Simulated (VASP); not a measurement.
Here is the system:

```yaml
crystal:
  lattice:
    - [3.58050, 0.00000, 0.00000]
    - [0.00000, 3.58050, 0.00000]
    - [0.00000, 0.00000, 3.58050]
  atoms:
    - { symbol: Ga, position: [0.00000, 0.00000, 0.00000] }
    - { symbol: Sb, position: [0.50000, 0.50000, 0.50000] }
```

Method: r2SCAN meta-GGA, VASP's PBE PAW potentials (set 64) (plane waves; VASP). Numerical set-up: 400 eV cut-off, 11×11×11 Γ-centred mesh, tetrahedra with Blöchl corrections, potentials Ga_d Sb.

Problem. Give the energies of bands 7 to 12 at the high-symmetry points, in eV from the Fermi level.

Solution. 
| band | Γ | X | M | R |
|---|---|---|---|---|
| 7 | -1.88 | -8.36 | -5.27 | -3.45 |
| 8 | -0.67 | 1.76 | -5.15 | -2.59 |
| 9 | -0.67 | 1.76 | -5.15 | -2.59 |
| 10 | -0.67 | 2.64 | 2.98 | -2.59 |
| 11 | 4.45 | 3.23 | 5.41 | -0.67 |
| 12 | 4.45 | 3.81 | 6.67 | -0.67 |

It has no gap at this level: it comes out as a metal or semimetal.

The structure was generated: GaSb was put into the CsCl type (Pm-3m), which need not be its known phase. It was relaxed first, which changed the volume by +24 %.
